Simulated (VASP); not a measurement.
A convergence study with VASP on MgSe (rock salt): one setting is varied, all else stays as given below, so the limit is that of these other settings. Each run relaxes cell and ions from the cell shown.

```
MgSe
1.0
    0.00000     2.73000     2.73000
    2.73000     0.00000     2.73000
    2.73000     2.73000     0.00000
Mg Se
1 1
Cartesian
  0.00000   0.00000   0.00000
  2.73000   2.73000   2.73000
```

Computed with PBE GGA, VASP's PBE PAW potentials (set 64) (plane waves; VASP). The tightest run used: 550 eV cut-off, 12×12×12 Γ-centred mesh, Gaussian smearing of 0.050 eV, potentials Mg Se.

Gaps are read on the run's mesh, which can miss a band edge.

Q: The settings run are 2×2×2 mesh; 3×3×3 mesh; 4×4×4 mesh; 5×5×5 mesh; 6×6×6 mesh; 7×7×7 mesh; 8×8×8 mesh; 9×9×9 mesh; 10×10×10 mesh; 11×11×11 mesh; 12×12×12 mesh. From which on does the relaxed volume stay within 0.02 Å³/atom of the tightest run?

A: From 6×6×6 mesh on: it is off by 0.010 there and by no more than 0.02 in any finer run, while 5×5×5 mesh is off by 0.036.
| setting | relaxed volume (Å³/atom) | E (eV/atom) | gap on the mesh (eV) | irreducible k-points | difference judged (Å³/atom) |
|---|---|---|---|---|---|
| 2×2×2 mesh | 23.015 | -2.9846 | 1.199 | 3 | 2.169 |
| 3×3×3 mesh | 21.364 | -3.6022 | 2.201 | 4 | 0.517 |
| 4×4×4 mesh | 20.978 | -3.7116 | 1.709 | 8 | 0.131 |
| 5×5×5 mesh | 20.883 | -3.7366 | 2.145 | 10 | 0.036 |
| 6×6×6 mesh | 20.857 | -3.7429 | 1.748 | 16 | 0.010 |
| 7×7×7 mesh | 20.849 | -3.7447 | 1.960 | 20 | 0.003 |
| 8×8×8 mesh | 20.847 | -3.7452 | 1.752 | 29 | 0.001 |
| 9×9×9 mesh | 20.846 | -3.7454 | 1.880 | 35 | 0.000 |
| 10×10×10 mesh | 20.846 | -3.7455 | 1.753 | 47 | 0.000 |
| 11×11×11 mesh | 20.846 | -3.7455 | 1.838 | 56 | 0.000 |
| 12×12×12 mesh | 20.846 | -3.7455 | 1.753 | 72 | 0.000 |

Left out are rungs that failed or repeat a setting and relaxations that didn't move; long series are thinned to 24 rows.

The compound is MgSe in the rock salt structure.
